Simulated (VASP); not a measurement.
OSZICAR of a VASP run on SrO (rock salt):

**OSZICAR**
```
       N       E                     dE             d eps       ncg     rms          rms(c)
DAV:   1     0.760476403697E+02    0.76048E+02   -0.88256E+03   848   0.129E+03
DAV:   2    -0.761388138840E+01   -0.83662E+02   -0.77512E+02  1124   0.247E+02
DAV:   3    -0.110763824715E+02   -0.34625E+01   -0.34442E+01  1136   0.487E+01
DAV:   4    -0.111908938151E+02   -0.11451E+00   -0.11447E+00  1132   0.810E+00
DAV:   5    -0.111928760781E+02   -0.19823E-02   -0.19822E-02  1144   0.850E-01    0.159E+01
DAV:   6    -0.910320595828E+01    0.20897E+01   -0.10790E+01   972   0.240E+01    0.192E+01
DAV:   7    -0.896795242782E+01    0.13525E+00   -0.65812E-01  1032   0.704E+00    0.111E+01
DAV:   8    -0.894686134123E+01    0.21091E-01   -0.15500E-01   880   0.421E+00    0.674E-01
DAV:   9    -0.894686212672E+01   -0.78549E-06   -0.11007E-02  1208   0.893E-01    0.230E-01
DAV:  10    -0.894733440758E+01   -0.47228E-03   -0.94605E-04   912   0.306E-01    0.928E-02
DAV:  11    -0.894742482399E+01   -0.90416E-04   -0.14674E-04   916   0.107E-01    0.391E-02
DAV:  12    -0.894743251707E+01   -0.76931E-05   -0.13192E-05  1084   0.372E-02    0.162E-02
DAV:  13    -0.894743236185E+01    0.15522E-06   -0.21449E-06   968   0.165E-02    0.515E-03
DAV:  14    -0.894743225289E+01    0.10895E-06   -0.28877E-07  1016   0.510E-03    0.127E-03
DAV:  15    -0.894743225309E+01   -0.19190E-09   -0.37290E-08   484   0.185E-03
   1 F= -.89474323E+01 E0= -.89474323E+01  d E =-.265492E-12
```

Question: Which electronic solver shows in the log?

Answer: It is blocked Davidson (ALGO = Normal, or the opening steps of other solvers). The INCAR had ALGO = Normal.

Question: Can the final energy be trusted as converged?

Answer: The calculation finished and met its thresholds. It stopped with EDIFF = 1E-7, NELM = 100 (rev-vdW-DF2, plane waves, VASP's PBE PAW potentials (set 64)).

The compound is SrO in the rock salt structure. This cell is one point of a volume scan, at 1.03 of the reference volume.
